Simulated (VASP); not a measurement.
Method: LDA (Ceperley-Alder, Perdew-Zunger), VASP's LDA PAW potentials (set 64) (plane waves; VASP).

VASP input:

**KPOINTS**
```
Automatic
0
Gamma
  8 8 4
0 0 0
```

File POSCAR:
```
Ga2Cu
11.3745460
  0.2411921320   0.0000000000   0.0000000000
  0.0000000000   0.2411921320   0.0000000000
  0.0000000000   0.0000000000   0.5000000000
Ga Cu
2 1
direct
  0.5000000000   0.5000000000   0.2843200000
  0.5000000000   0.5000000000   0.7156800000
  0.0000000000   0.0000000000   0.0000000000
```

INCAR:
```
SIGMA=0.136
ALGO=Normal   ! blocked Davidson
NELM=100   ! most electronic steps
ISIF=2
PREC=Accurate
ENCUT=300   ! plane-wave cut-off (eV)
SYSTEM=Ga2Cu
EDIFF=1E-6
LWAVE=.FALSE.
LMAXMIX=4   ! l cut-off of mixed one-centre charges
LCHARG=.FALSE.
ISMEAR=0   ! Gaussian
LASPH=.TRUE.   ! aspherical one-centre terms
LREAL=.FALSE.   ! projection in real space or not
```

POTCAR, in this order: Ga_d Cu (LDA.64 set). Program: vasp_std.

Problem. Predict the energy per atom (σ→0), band gap (on the k-mesh).

Solution. 
```
Property                                                    Result
------------------------  ----------------------------------------
energy per atom (σ→0)                               -4084 meV/atom
band gap (on the k-mesh)  none (metal, semimetal or under 0.01 eV)
```

OSZICAR:
```
...
DAV:   8    -0.123208488246E+02   -0.14543E-01   -0.18866E+00  2964   0.230E+01    0.206E+00
DAV:   9    -0.122583403328E+02    0.62508E-01   -0.30510E-01  2762   0.100E+01    0.379E-01
DAV:  10    -0.122568461674E+02    0.14942E-02   -0.18590E-02  2752   0.154E+00    0.106E-01
DAV:  11    -0.122566925850E+02    0.15358E-03   -0.10591E-03  2988   0.461E-01    0.283E-02
DAV:  12    -0.122566806453E+02    0.11940E-04   -0.76317E-05  2556   0.129E-01    0.660E-03
DAV:  13    -0.122566799797E+02    0.66558E-06   -0.13171E-05  2316   0.605E-02    0.252E-03
DAV:  14    -0.122566799635E+02    0.16188E-07   -0.11104E-06  1370   0.192E-02
   1 F= -.12256680E+02 E0= -.12252240E+02  d E =-.887969E-02
```

The structure comes from a computed database's Ga2Cu entry (P4/mmm); how it stands against other phases isn't given here. The cell was not relaxed at this level, and its volume differs by -5.9 % from the start's. The electron count is odd and the run is not spin-polarised, which forces a metal.
